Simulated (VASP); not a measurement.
# HfN: stress against strain

HfN (rock salt, Fm-3m, 11.480 Å³/atom and stress up to 0.05 GPa in the relaxed cell, cube axes along x, y and z) under a strain ε along a cube axis (axis z), the other axes held. r2SCAN in VASP (plane waves, PAW), 600 eV, 18×18×18 Γ-centred mesh, Methfessel-Paxton smearing 0.10 eV; ions are relaxed, or left where forces stay under 0.02 eV/Å, within the symmetry of each cell. Stress is positive for a compressed cell.

Here s stands for strain and y for stress zz.

| strain (%) | stress zz (GPa) |
|---|---|
| -3.00 | ? |
| -1.50 | 10.01 |
| -1.00 | 6.51 |
| -0.50 | 3.16 |
| 0.00 | -0.05 |
| 0.50 | -3.06 |
| 1.00 | -5.85 |
| 1.50 | -8.44 |

### Question
Fit y against s with a straight line, and predict the withheld value at s = -3.00.

### Answer
Means: s 0, y 0.326. About the means, the sum of products is -43.145 and the sum of squares of s is 7.0000; the slope is their ratio. Least squares gives y = 0.326 - 6.1636·s. Residuals (row less fit): 0.439, 0.020, -0.248, -0.376, -0.304, -0.012, 0.479; standard error 0.379 (degrees of freedom: 5). The slope gives the elastic constant C11 = about 620 GPa. At the withheld row, y = 0.326 - 6.1636 × (-3.0) = 18.817 GPa. The calculation gives 21.99 GPa, 3.173 GPa above the prediction (10.4 % of the range of y in the table). The row lies outside the fitted rows, so this is an extrapolation. From the scatter of the fitted rows alone, a prediction at this place has a standard error of 0.591 GPa, so the miss is 5.4 times that.

A polynomial of degree 2 through the 12 other runs of the series gives 21.66 there, so most of the miss is curvature that the fit leaves out. In a metal these values are sensitive to mesh and smearing; energies are taken to zero smearing, stresses follow the free energy. For HfN: the electron count is odd and the run is not spin-polarised, which forces a metal. Rows are the converged runs of the series near zero and its far end, less any whose ions stayed unrelaxed beside relaxed ones; series whose fitted rows scatter by over a few per cent of the range, as at a crossing or softening among them, aren't shown in this form. Most that stay on the fit to the last digits aren't either.
